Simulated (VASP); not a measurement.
A convergence study with VASP on K$_{2}$S (antifluorite): one setting is varied, all else stays as given below, so the limit is that of these other settings.

```
CELL_PARAMETERS angstrom
      0.00000     3.70500     3.70500
      3.70500     0.00000     3.70500
      3.70500     3.70500     0.00000
ATOMIC_POSITIONS crystal
  K  0.25000 0.25000 0.25000
  K  0.75000 0.75000 0.75000
  S  0.00000 0.00000 0.00000
```

Computed with PBE GGA, VASP's PBE PAW potentials (set 64) (plane waves; VASP 6.6.1). The tightest run used: 550 eV cut-off, 10×10×10 Monkhorst-Pack mesh, Gaussian smearing of 0.050 eV, potentials K_sv S.

Question: The settings run are 1×1×1 mesh; 2×2×2 mesh; 3×3×3 mesh; 4×4×4 mesh; 5×5×5 mesh; 6×6×6 mesh; 7×7×7 mesh; 8×8×8 mesh; 9×9×9 mesh; 10×10×10 mesh. From which on does the stress (every component) stay within 0.1 GPa of the tightest run?

Answer: From 2×2×2 mesh on: it is off by 0.00 there and by no more than 0.1 in any finer run, while 1×1×1 mesh is off by 4.38.
| setting | E (eV/atom) | pressure (GPa) | irreducible k-points | difference judged (GPa) |
|---|---|---|---|---|
| 1×1×1 mesh | -3.0459 | -3.92 | 1 | 4.38 |
| 2×2×2 mesh | -3.1394 | 0.45 | 2 | 0.00 |
| 3×3×3 mesh | -3.1381 | 0.45 | 4 | 0.01 |
| 4×4×4 mesh | -3.1392 | 0.45 | 10 | 0.00 |
| 5×5×5 mesh | -3.1391 | 0.45 | 10 | 0.00 |
| 6×6×6 mesh | -3.1392 | 0.45 | 28 | 0.00 |
| 7×7×7 mesh | -3.1392 | 0.45 | 20 | 0.00 |
| 8×8×8 mesh | -3.1392 | 0.45 | 60 | 0.00 |
| 9×9×9 mesh | -3.1392 | 0.45 | 35 | 0.00 |
| 10×10×10 mesh | -3.1392 | 0.45 | 110 | 0.00 |

Left out are rungs that failed or repeat a setting and relaxations that didn't move; long series are thinned to 24 rows.

The compound is K2S in the antifluorite structure. The cell was not relaxed at this level.
